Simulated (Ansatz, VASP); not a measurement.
**Cross-check of TiAlPt between VASP and Ansatz**

One calculation is typed for both programs; each brings its own data sets. How far apart do they land? The cell is taken from a series of runs on this material, whose earlier steps may have relaxed, scaled, displaced or heated it; both programs get it as it stands.

Main program and level: Ansatz 0.2.0; plane waves, with VASP 6.6.1 beside it; single point at LDA.

## (1) Starting point

The structure is hexagonal, space group P6_3/mmc (No. 194). Conventional cell: a = 4.417 Å, b = 4.417 Å, c = 5.408 Å, α = 90.00°, β = 90.00°, γ = 120.00°. Nearest to Pt lie 5 Al at 2.55 to 2.70 Å and 6 Ti at 2.89 Å. Nearest to Ti lie 2 Ti at 2.70 Å and 6 Al at 2.89 Å and 6 Pt at 2.89 Å. Al has 5 Pt at 2.55 to 2.70 Å and 6 Ti at 2.89 Å nearest. Farther neighbours are not listed.

Structure file:

```
Pt Ti Al
1.0
     4.41685    0.00000    0.00000
    -2.20842    3.82510    0.00000
     0.00000    0.00000    5.40771
Pt Ti Al
2 2 2
Direct
  0.33333 0.66667 0.75000
  0.66667 0.33333 0.25000
  0.00000 0.00000 0.50000
  0.00000 0.00000 0.00000
  0.66667 0.33333 0.75000
  0.33333 0.66667 0.25000
```

## (2) VASP: single point, LDA

A single point gives forces, pressure and levels at one fixed geometry, so differences don't come from the geometry; what else differs is listed under the comparison.

Lines of VASP's logs that name or quote its potential files are left out, and so is its time.

INCAR

```
SYSTEM = TiAlPt
PREC = Accurate
ENCUT = 500
EDIFF = 1E-06
NELM = 120
ISMEAR = -1
SIGMA = 0.05
LREAL = .FALSE.
ALGO = Normal
GGA = PW92
NBANDS = 31
LASPH = .TRUE.
LORBIT = 11
LWAVE = .FALSE.
LCHARG = .FALSE.
ISIF = 2
GGA_COMPAT = .FALSE.
KPAR = 2
```

POSCAR

```
TiAlPt
1.0
    4.4168472520      0.0000000000      0.0000000000
   -2.2084236260      3.8251019249      0.0000000000
    0.0000000000      0.0000000000      5.4077110000
Pt Ti Al
2 2 2
Direct
    0.3333333334      0.6666666668      0.7500000000
    0.6666666668      0.3333333334      0.2500000000
    0.0000000001      0.0000000001      0.5000000000
    0.0000000001      0.0000000001      0.0000000000
    0.6666666668      0.3333333334      0.7500000000
    0.3333333334      0.6666666668      0.2500000000
```

KPOINTS

```
Automatic mesh
0
Gamma
12 12 6
0 0 0
```

Potentials, in the order of the species: Pt, Ti_sv and Al (LDA family, release 64).

On the command line:

```console
$ mpirun -np 2 vasp_std
```

Numbers of over 12 decimals in the logs are rounded to 6 here.

Log:

```text
[banner, memory and clock lines left out]
running    2 mpi-ranks, on    1 nodes
 distrk:  each k-point on    1 cores,    2 groups
 distr:  one band on    1 cores,    1 groups

 POSCAR found type information on POSCAR PtTiAl
 POSCAR found :  3 types and       6 ions
|                                                                             |
|               ----> ADVICE to this user running VASP <----                  |
|                                                                             |
|     You enforced a specific xc type in the INCAR file but a different       |
|     [... a line on the potential file left out ...]
|     I HOPE YOU KNOW WHAT YOU ARE DOING!                                     |
|                                                                             |

 LDA part: xc-table for (Slater(with rela. corr.)+PW92), standard interpolation
 POSCAR, INCAR and KPOINTS ok, starting setup
 FFT: planning ... GRIDC
 FFT: planning ... GRID_SOFT
 FFT: planning ... GRID
 WAVECAR not read
 entering main loop
       N       E                     dE             d eps       ncg     rms          rms(c)
DAV:   1     0.490179914558E+03    0.49018E+03   -0.23274E+04  4712   0.167E+03
DAV:   2     0.668683145814E+01   -0.48349E+03   -0.46864E+03  4796   0.467E+02
DAV:   3    -0.473952727678E+02   -0.54082E+02   -0.51700E+02  7815   0.131E+02
DAV:   4    -0.507308084361E+02   -0.33355E+01   -0.33042E+01  6583   0.296E+01
DAV:   5    -0.508857939414E+02   -0.15499E+00   -0.15491E+00  6715   0.574E+00    0.185E+01
DAV:   6    -0.469092000473E+02    0.39766E+01   -0.33228E+01  6332   0.381E+01    0.697E+00
DAV:   7    -0.465206964057E+02    0.38850E+00   -0.10674E+01  6370   0.231E+01    0.476E+00
DAV:   8    -0.461004870668E+02    0.42021E+00   -0.17784E+00  6422   0.896E+00    0.183E+00
DAV:   9    -0.460708583739E+02    0.29629E-01   -0.25473E-01  6426   0.263E+00    0.709E-01
DAV:  10    -0.460645713432E+02    0.62870E-02   -0.25524E-02  6290   0.967E-01    0.441E-01
DAV:  11    -0.460641777830E+02    0.39356E-03   -0.12403E-02  7257   0.909E-01    0.138E-01
DAV:  12    -0.460639348016E+02    0.24298E-03   -0.13273E-03  6085   0.298E-01    0.358E-02
DAV:  13    -0.460639313028E+02    0.34987E-05   -0.67948E-05  6841   0.501E-02    0.842E-03
DAV:  14    -0.460639305370E+02    0.76586E-06   -0.92207E-06  5982   0.202E-02
   1 F= -.46063931E+02 E0= -.46044733E+02  d E =-.383957E-01
```

OUTCAR, selected parts (step 2):

```text
ion  position               nearest neighbor table
   1  0.333  0.667  0.750-   5 2.55   5 2.55   5 2.55   6 2.70   6 2.70   3 2.89   4 2.89   4 2.89
                             3 2.89   4 2.89   3 2.89
   2  0.667  0.333  0.250-   6 2.55   6 2.55   6 2.55   5 2.70   5 2.70   3 2.89   4 2.89   3 2.89
                             4 2.89   3 2.89   4 2.89
   3  0.000  0.000  0.500-   4 2.70   4 2.70   6 2.89   1 2.89   2 2.89   5 2.89   2 2.89   5 2.89
                             1 2.89   6 2.89   1 2.89   6 2.89   2 2.89   5 2.89
   4  0.000  0.000  0.000-   3 2.70   3 2.70   6 2.89   1 2.89   2 2.89   5 2.89   2 2.89   5 2.89
                             1 2.89   6 2.89   1 2.89   6 2.89   2 2.89   5 2.89
   5  0.667  0.333  0.750-   1 2.55   1 2.55   1 2.55   2 2.70   2 2.70   3 2.89   4 2.89   3 2.89
                             4 2.89   3 2.89   4 2.89
   6  0.333  0.667  0.250-   2 2.55   2 2.55   2 2.55   1 2.70   1 2.70   3 2.89   4 2.89   4 2.89
                             3 2.89   4 2.89   3 2.89

  LATTYP: Found a hexagonal cell.
 ALAT       =     4.4168472520
 C/A-ratio  =     1.2243373364

 Subroutine GETGRP returns: Found 24 space group operations
 (whereof 12 operations were pure point group operations)

The static configuration has the point symmetry D_3d.
 The point group associated with its full space group is D_6h.

 Found     76 irreducible k-points:

   k-points           NKPTS =     76   k-points in BZ     NKDIM =     76   number of bands    NBANDS=     31

   dimension x,y,z NGX =    32 NGY =   32 NGZ =   40
   dimension x,y,z NGXF=    64 NGYF=   64 NGZF=   80

   ENCUT  =  500.0 eV  36.75 Ry    6.06 a.u.   8.05  8.05  9.86*2*pi/ulx,y,z

   NELECT =      50.0000    total number of electrons

 k-points in reciprocal lattice and weights: Automatic mesh
   0.00000000  0.00000000  0.00000000       0.001
   0.08333333  0.00000000  0.00000000       0.007
   0.16666667  0.00000000  0.00000000       0.007
   0.25000000  0.00000000  0.00000000       0.007
   0.33333333  0.00000000  0.00000000       0.007
   0.41666667  0.00000000  0.00000000       0.007
   0.50000000  0.00000000  0.00000000       0.003
   0.08333333  0.08333333  0.00000000       0.007
   0.16666667  0.08333333  0.00000000       0.014
[...]
0.33333333  0.25000000  0.50000000       0.014
   0.33333333  0.33333333  0.50000000       0.002

 average (electrostatic) potential at core
       1 -64.7766       2 -64.7766       3 -71.1526       4 -71.1526       5 -68.2546
       6 -68.2546

 E-fermi :   9.8200

 k-point     1 :       0.0000    0.0000    0.0000
  band No.  band energies     occupation
    ...
     20       6.7595      2.00000
     21       7.9059      2.00000
     22       8.1374      2.00000
     23       8.1374      2.00000
     24       9.2596      1.99997
     25      10.2426      0.00043
     26      10.2426      0.00043
     27      11.4230      0.00000
     28      11.4230      0.00000
     29      12.3468      0.00000
    ...

 k-point     2 :       0.0833    0.0000    0.0000
  band No.  band energies     occupation
    ...
     20       6.9560      2.00000
     21       7.4261      2.00000
     22       8.1459      2.00000
     23       8.5171      2.00000
     24       9.2284      1.99999
     25      10.0958      0.00801
     26      10.1592      0.00226
     27      11.3045      0.00000
     28      11.4050      0.00000
     29      12.3120      0.00000
    ...

 k-point     3 :       0.1667    0.0000    0.0000
  band No.  band energies     occupation
    ...
     21       7.3847      2.00000
     22       8.1708      2.00000
     23       8.7879      2.00000
     24       9.1257      2.00000
     25       9.7091      1.80397
     26       9.9411      0.16322
     27      10.9946      0.00000
     28      11.3529      0.00000
     29      12.1620      0.00000
     30      12.2331      0.00000
    ...

  Total       -3.5131378     -3.5131378     -4.3341273      0.0000000      0.0000000      0.0000000
  in kB      -61.6079695    -61.6079695    -76.0052125      0.0000000      0.0000000      0.0000000
  external PRESSURE =     -66.4070505 kB  Pullay stress =       0.0000000 kB

  energy-cutoff  :      500.00
  volume of cell :       91.36
      direct lattice vectors                 reciprocal lattice vectors
     4.416847252  0.000000000  0.000000000     0.226405837  0.130715471  0.000000000
    -2.208423626  3.825101925  0.000000000     0.000000000  0.261430942  0.000000000
     0.000000000  0.000000000  5.407711000     0.000000000  0.000000000  0.184921125

 POSITION                                       TOTAL-FORCE (eV/Angst)
 -----------------------------------------------------------------------------------
      0.00000      2.55007      4.05578         0.000000     -0.000000      0.000000
      2.20842      1.27503      1.35193        -0.000000      0.000000      0.000000
      0.00000      0.00000      2.70386        -0.000000      0.000000     -0.000000
      0.00000      0.00000      0.00000        -0.000000      0.000000     -0.000000
      2.20842      1.27503      4.05578        -0.000000      0.000000     -0.000000
      0.00000      2.55007      1.35193         0.000000     -0.000000     -0.000000
 -----------------------------------------------------------------------------------
    total drift:                               -0.000000     -0.000001     -0.000000

  FREE ENERGIE OF THE ION-ELECTRON SYSTEM (eV)
  ---------------------------------------------------
  free  energy   TOTEN  =       -46.0639305370 eV

  energy  without entropy=      -46.0255348097  energy(sigma->0) =      -46.04473267

 total charge
# of ion       s       p       d       tot
------------------------------------------
    1        0.787   0.668   8.089   9.544
    2        0.787   0.668   8.089   9.544
    3        2.190   6.131   1.943  10.263
    4        2.190   6.131   1.943  10.263
    5        0.409   0.417   0.000   0.826
    6        0.409   0.417   0.000   0.826
--------------------------------------------------
tot          6.773  14.432  20.064  41.268

[... 3 further parts left out ...]
```

The run ends at a pressure of -6.64 GPa.

## (3) Ansatz: single point, LDA

Ansatz runs on its default PAW (the set named soft_2) files.

The same cell, functional (in two slightly different forms), mesh and smearing now go to Ansatz, which takes its cutoff from its data sets.

input.yaml

```yaml
crystal:
  lattice:
    - [4.416847252, 0.0, 0.0]
    - [-2.208423626, 3.8251019249, 0.0]
    - [0.0, 0.0, 5.407711]
  atoms:
    - { symbol: Pt, position: [0.3333333333, 0.6666666667, 0.75] }
    - { symbol: Pt, position: [0.6666666667, 0.3333333333, 0.25] }
    - { symbol: Ti, position: [0.0, 0.0, 0.5] }
    - { symbol: Ti, position: [0.0, 0.0, 0.0] }
    - { symbol: Al, position: [0.6666666667, 0.3333333333, 0.75] }
    - { symbol: Al, position: [0.3333333333, 0.6666666667, 0.25] }
kpoints:
  mp_grid: { grid: [12, 12, 6] }
  band_path:
    path:
      - [[0.0, 0.0, 0.0], [0.5, 0.0, 0.0], [0.333333, 0.333333, 0.0], [0.0, 0.0, 0.0], [0.0, 0.0, 0.5], [0.5, 0.0, 0.5], [0.333333, 0.333333, 0.5], [0.0, 0.0, 0.5]]
      - [[0.5, 0.0, 0.5], [0.5, 0.0, 0.0]]
      - [[0.333333, 0.333333, 0.5], [0.333333, 0.333333, 0.0]]
    npoints: 5
scf:
  occupations: { method: fermi_dirac, width: 0.05 }
  n_extra_bands: 10
hamiltonian:
  xc: lda
  pseudopotentials: { kind: paw }
output:
  forces: true
  stress: true
  dos:
    projected: true
    de: 0.05
    e_range: [-30, 12]
    nscf_kmesh: { grid: [12, 12, 10] }
  fatbands: true
  eigenstates:
    kpoints:
      - [0.0, 0.0, 0.0]
      - [0.05, 0.0, 0.0]
      - [0.1, 0.0, 0.0]
      - [0.15, 0.0, 0.0]
      - [0.2, 0.0, 0.0]
      - [0.25, 0.0, 0.0]
      - [0.3, 0.0, 0.0]
      - [0.35, 0.0, 0.0]
      - [0.4, 0.0, 0.0]
      - [0.45, 0.0, 0.0]
      - [0.5, 0.0, 0.0]
      - [0.47222217, 0.0555555, 0.0]
      - [0.44444433, 0.111111, 0.0]
      - [0.4166665, 0.1666665, 0.0]
      - [0.38888867, 0.222222, 0.0]
      - [0.36111083, 0.2777775, 0.0]
      - [0.333333, 0.333333, 0.0]
      - [0.30555525, 0.30555525, 0.0]
      - [0.2777775, 0.2777775, 0.0]
      - [0.24999975, 0.24999975, 0.0]
      - [0.222222, 0.222222, 0.0]
      - [0.19444425, 0.19444425, 0.0]
      - [0.1666665, 0.1666665, 0.0]
      - [0.13888875, 0.13888875, 0.0]
      - [0.111111, 0.111111, 0.0]
      - [0.08333325, 0.08333325, 0.0]
      - [0.0555555, 0.0555555, 0.0]
      - [0.02777775, 0.02777775, 0.0]
      - [0.0, 0.0, 0.07142857]
      - [0.0, 0.0, 0.14285714]
      - [0.0, 0.0, 0.21428571]
      - [0.0, 0.0, 0.28571429]
      - [0.0, 0.0, 0.35714286]
      - [0.0, 0.0, 0.42857143]
      - [0.0, 0.0, 0.5]
      - [0.0, 0.0, -0.42857143]
      - [0.0, 0.0, -0.35714286]
      - [0.0, 0.0, -0.28571429]
      - [0.0, 0.0, -0.21428571]
      - [0.0, 0.0, -0.14285714]
      - [0.0, 0.0, -0.07142857]
    e_range: [-9.0, 4.0]
    unfold: { supercell_matrix: [[1, 0, 0], [0, 1, 0], [0, 0, 2]] }
  write_density: true
  write_potential: true
  elf: true
  volumetric_format: npy
```

On the command line:

```console
$ ansatz run input.yaml --threads 4 --pin off --max-ram 10240MiB --backend cpu --events-out ev --progress --plain --runs-dir out
```

Log:

```text
scf.n_extra_bands = 10 over 33 filled bands (N_el = 66.0): the run solves 43 bands
Engine: ansatz 0.2.0, aarch64-unknown-linux-gnu
Pseudopotentials: kind: paw
Pseudopotential: Pt, paw, valence charge 18, recommended cutoff 420 eV (normal), Pt.paw.azcp
Pseudopotential: Ti, paw, valence charge 12, recommended cutoff 420 eV (normal), Ti.paw.azcp
Pseudopotential: Al, paw, valence charge 3, recommended cutoff 420 eV (normal), Al.paw.azcp
Functional definition: SPW92
  exchange = slater_x
  correlation = pw_c
Crystal: 6 atoms, lattice volume = 91.363 Å³
Basis set: ecut = 420 eV, 1801 PW (Γ)
Bands: 43, of which v1, the nominal top of the filled ones, is band 33 counted from 1 (32 counted from 0)
Symmetry: 24 space group operations
Space group: P63/mmc (ITA 194), of the structure as read, at distance tolerance 4.5e-5 Å
k-points: 76 of 864
Non-local potential: Pt, projectors of the file, l = 0: 3, l = 1: 2, l = 2: 2, l = 3: 1
Non-local potential: Ti, projectors of the file, l = 0: 3, l = 1: 2, l = 2: 3, l = 3: 1
Non-local potential: Al, projectors of the file, l = 0: 2, l = 1: 2, l = 2: 1
PAW form: soft (Blöchl's): semilocal exchange-correlation on the pseudo side does not see the compensation charge
PAW frozen core: Pt, regenerated for the run's functional, and the local potential with it (the file was generated under x = pbe(κ = 0.804, μ = 0.219515), c = pbe(β = 0.066725))
PAW frozen core: Ti, regenerated for the run's functional, and the local potential with it (the file was generated under x = pbe(κ = 0.804, μ = 0.219515), c = pbe(β = 0.066725))
PAW frozen core: Al, regenerated for the run's functional, and the local potential with it (the file was generated under x = pbe(κ = 0.804, μ = 0.219515), c = pbe(β = 0.066725))
PAW one-centre angular grid: Pt, 590 points (default); XC on 64 Gauss nodes
PAW one-centre angular grid: Ti, 590 points (default); XC on 64 Gauss nodes
PAW one-centre angular grid: Al, 110 points (default); XC on 64 Gauss nodes
Initial density: superposition of atomic densities (neutral atoms: chi_scale 0, normalization atom), corrected by the library's trained network
Initial wavefunctions: pseudopotential atomic-orbital guess
Functional: x = slater, c = lda
SCF iter   1: F=—  HF=-30421.996255 eV  |F-HF|=—  |Δ(HF+E_count)|=         —  Δρ=9.20e-3  dr2=8.03e-2  ethr=1.77e-3  ⟨swp⟩=6.2  Hψ=11855  notcnv=0  defer=20
preconditioner: auto → Kerker (q_TF=auto, 2.584 Å⁻¹)  [metal: Δε(μ)=0.038 eV  Ē_g=5.872 eV  σ=0.050 eV  W_gap=0.18  n_scr=22 (ndim 8)  ℏωp=22.7 eV  f_vac=0.000  D(μ)=3.72/eV (n_scr^D=22)]
SCF iter   2: F=—  HF=-30421.984998 eV  |F-HF|=—  |Δ(HF+E_count)|=   1.13e-2  Δρ=4.89e-3  dr2=2.60e-2  ethr=1.22e-4  ⟨swp⟩=1.0  Hψ=3879  notcnv=0  defer=67
SCF iter   3: F=—  HF=-30421.979756 eV  |F-HF|=—  |Δ(HF+E_count)|=   5.24e-3  Δρ=7.08e-4  dr2=6.71e-4  ethr=3.94e-5  ⟨swp⟩=1.8  Hψ=3442  notcnv=0  defer=68
SCF iter   4: F=—  HF=-30421.979635 eV  |F-HF|=—  |Δ(HF+E_count)|=   1.21e-4  Δρ=1.45e-4  dr2=1.32e-5  ethr=1.02e-6  ⟨swp⟩=2.2  Hψ=4300  notcnv=0  defer=68
SCF iter   5: F=—  HF=-30421.979626 eV  |F-HF|=—  |Δ(HF+E_count)|=   9.18e-6  Δρ=3.12e-5  dr2=8.04e-7  ethr=2.01e-8  ⟨swp⟩=2.4  Hψ=5340  notcnv=0  defer=68
SCF iter   6: F=-30421.979626 eV  HF=-30421.979626 eV  |F-HF|=3.63e-8  |Δ(HF+E_count)|=   2.39e-7  Δρ=6.93e-6  dr2=4.63e-8  ethr=1.52e-10  ⟨swp⟩=11.6  Hψ=20534  notcnv=0
SCF 1 converged in 6 iterations: F = -30421.979626 eV  dr2 = 4.63e-8
  greatest PAW one-centre occupation: 1.000 electrons in one spin orbital (limit 2), on the Pt atom at site 1 (counted from 0), in its partial waves of l = 0
NSCF: frozen V_eff on 48 k-points
NSCF: frozen V_eff on 114 k-points
[...]
SCF converged after 6 iterations
Free energy (F): -30421.979626 eV
Harris-Foulkes:  -30421.979626 eV  (|F-HF|=3.63e-8)
Internal energy: -30421.941149 eV  (E = F + TS)
E sigma→0 (E₀):  -30421.960387 eV
Entropy (-TS):   -0.038477 eV (-6.413 meV/atom)
Fermi energy:    15.584408 eV
--- Per-component energies (eV) ---
  E_band       = -756.721808
  E_kinetic    = 1873.937578
  E_local      = -5894.243463  (includes V_loc(G=0)·N_el)
  E_nonlocal   = 455.829965
  E_hartree    = 2332.106535
  E_xc         = -797.916669
  E_vxc        = -913.998782  (∫ρ·V_xc dr)
  E_paw        = -21240.010060  (= ΣΔE_a)
  E_vpaw       = -942.472200  (= ΣTr[D̂ρ^β])
  E_aug_tail   = 0.000546  (compensation charges beyond the density's cutoff)
  E_ewald      = -7153.336655
  E_core_change = 1.691073  (= ΣΔE_core)
  E_smearing   = -0.038477  (= −TS)
  E_closure    = -0.000000  (closes the sum)
  Σ components = -30421.979626   (vs F -30421.979626, Δ=0.00e0)
--- Forces (eV/Å), atoms counted from 1 ---
  atom   1  Pt    -0.00000000     0.00000000     0.00000000
  atom   2  Pt    -0.00000000    -0.00000000     0.00000000
  atom   3  Ti     0.00000000     0.00000000     0.00000000
  atom   4  Ti     0.00000000     0.00000000     0.00000000
  atom   5  Al     0.00000000     0.00000000     0.00000000
  atom   6  Al     0.00000000    -0.00000000     0.00000000
  max |Σ_I F_I| component: 6.94e-18 eV/Å
--- Stress (GPa, compression-positive) ---
       -6.504501      -0.000000       0.000000
       -0.000000      -6.504501       0.000000
        0.000000       0.000000      -7.691547
  P = ⅓ Tr σ = -6.9002 GPa (-69.002 kbar)
--- Band table (eV; the first three rows and the last of 76) ---
  k-point 0: bands = [... 29 lower, 13.9000, 13.9000, 15.0232, 16.0132, 16.0132, 17.1970, 17.1970, 18.1196, ... 6 higher]
  k-point 1: bands = [... 29 lower, 14.2009, 14.5653, 15.1585, 16.0816, 16.0816, 17.0215, 17.0215, 17.7403, ... 6 higher]
  k-point 2: bands = [... 29 lower, 14.8788, 15.5579, 15.8307, 16.2873, 16.2873, 16.4966, 16.4966, 17.1132, ... 6 higher]
  k-point 75: bands = [... 29 lower, 12.6234, 14.1847, 14.1847, 15.8477, 15.8477, 16.4012, 16.4012, 16.7316, ... 6 higher]
```

In the SCF lines HF is the Harris–Foulkes energy and dr2 the Hartree energy of the density residual, in eV; the loop may stop once dr2 is under the threshold and the program's other checks hold. Hψ counts applications of the Hamiltonian.

## (4) Comparison

Known differences besides the potentials themselves: the data sets hold 66 valence electrons in Ansatz (on its default PAW (the set named soft_2) files) and 50 in VASP; the cutoff is 420 eV in Ansatz and 500 eV in VASP; VASP's log shows a relativistic correction to its local exchange, Ansatz's none. Total energies have different zeros and are not compared.

Both answers:

```
      quantity  Ansatz   VASP  difference
pressure (GPa)   -6.90  -6.64       -0.26
```

## (5) Summary of results

- difference in pressure (single point, LDA): -0.26 GPa

The difference in pressure is -0.26 GPa (single point, LDA), within the 1 GPa picked in this series as the mark of a large difference. The data sets hold unlike numbers of valence electrons (66 in Ansatz and 50 in VASP), so part of the differences comes from the potentials. Such differences can come from data sets, numerical settings and the points named under the comparisons, not from the functional's error against experiment.

[Lines on the potential files, build, host, timing and source positions are cut from VASP's logs without a mark.]

[Logs are printed without paths, hosts, clocks, repeated set-up lines and the standing remarks that a program may print on its own settings, such as how far it seeks lower states.]

[Hosts, paths, dates, database ids (printed as entryN), source tags and the programs' standing remarks are cut or masked in the printed files.]
